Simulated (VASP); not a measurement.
VASP ran on this input.

INCAR:
```
# general
SYSTEM  = KI
PREC    = Accurate
ENCUT   = 400
LREAL   = F
LASPH   = T

# electronic loop
EDIFF   = 1E-6   # SCF stop (eV)
NELM    = 100   # most electronic steps
ALGO    = Normal
LMAXMIX = 4   # l cut-off of mixed one-centre charges

# smearing
ISMEAR  = 0   # Gaussian
SIGMA   = 0.05   # width (eV)

# functional
GGA     = PE

# ions
ISIF    = 2

# output
LWAVE   = F
LCHARG  = F
```

File POSCAR:
```
KI
5.099230
  0.0000000000   0.7071067593   0.7071067593
  0.7071067593   0.0000000000   0.7071067593
  0.7071067593   0.7071067593   0.0000000000
K I
1 1
Direct
  0.0000000000   0.0000000000   0.0000000000
  0.5000000000   0.5000000000   0.5000000000
```

### KPOINTS
```
Automatic
0
gamma
 1 1 1
```

POTCAR, in this order: K_sv I (PBE.64 set). Program: vasp_std.

### Question
Translate this PBE calculation to Quantum ESPRESSO's pw.x.

### Answer
One equivalent input (not run):
```
&CONTROL
  calculation = 'scf'
  pseudo_dir = './pseudo'
  outdir = './out'
  tprnfor = .true.
  tstress = .true.
/
&SYSTEM
  ibrav = 0
  nat = 2
  ntyp = 2
  ecutwfc = 74
  occupations = 'smearing'
  smearing = 'gaussian'
  degauss = 0.003675
  input_dft = 'pbe'
/
&ELECTRONS
  conv_thr = 7.3e-08
  electron_maxstep = 100
/
ATOMIC_SPECIES
  K 39.098 K.upf
  I 126.904 I.upf
CELL_PARAMETERS angstrom
     0.0000000    3.6057000    3.6057000
     3.6057000    0.0000000    3.6057000
     3.6057000    3.6057000    0.0000000
ATOMIC_POSITIONS crystal
  K    0.0000000  0.0000000  0.0000000
  I    0.5000000  0.5000000  0.5000000
K_POINTS automatic
  1 1 1 0 0 0
```
What does not carry over: the potentials are each code's own (VASP's PAW set, PseudoDojo norm-conserving files in pw.x), so ENCUT and ecutwfc are chosen apart and not converted; conv_thr bounds pw.x's estimated SCF error, while EDIFF bounds the energy change between steps.

The compound is KI in the rock salt structure. The cell was not relaxed at this level. The k-mesh is coarse (spacing up to 1.51 per Å, 2π included), so the numbers may not be converged in it.
